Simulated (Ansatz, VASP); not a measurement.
**One calculation of SrCd, two programs**

```
Sr Cd
1.0
     4.02951    0.00000    0.00000
     0.00000    4.02951    0.00000
     0.00000    0.00000    4.02951
Sr Cd
1 1
Direct
  0.50000 0.50000 0.50000
  0.00000 0.00000 0.00000
```

Change from the starting cell: volume scaled by 1.02, PAW files.

Alike in both runs: task electric field gradients; functional LDA; k mesh 10 × 10 × 10; occupations fermi-dirac, width 0.08 eV; no spin polarisation.

|  | VASP | Ansatz |
| --- | --- | --- |
| version | VASP 6.6.1 | Ansatz 0.2.0 |
| potentials or method | VASP PAW LDA potentials, release 64 (Sr_sv, Cd) | PAW with Ansatz's default frozen-core files, scalar-relativistic |
| plane-wave cutoff (eV) | 520 | 420 |
| valence electrons in the cell | 22 | 30 |

|  | VASP | Ansatz | Ansatz less VASP |
| --- | --- | --- | --- |
| pressure (GPa) | -2.4 | -2.5 | -0.09 |
| Vzz of the field gradient on the site that differs most (V/Å²) | 0.0 | 0.0 | 0.00 |

The two sets of potentials don't hold the same shells in valence. Ansatz warned: «gradients_without_spin_orbit».
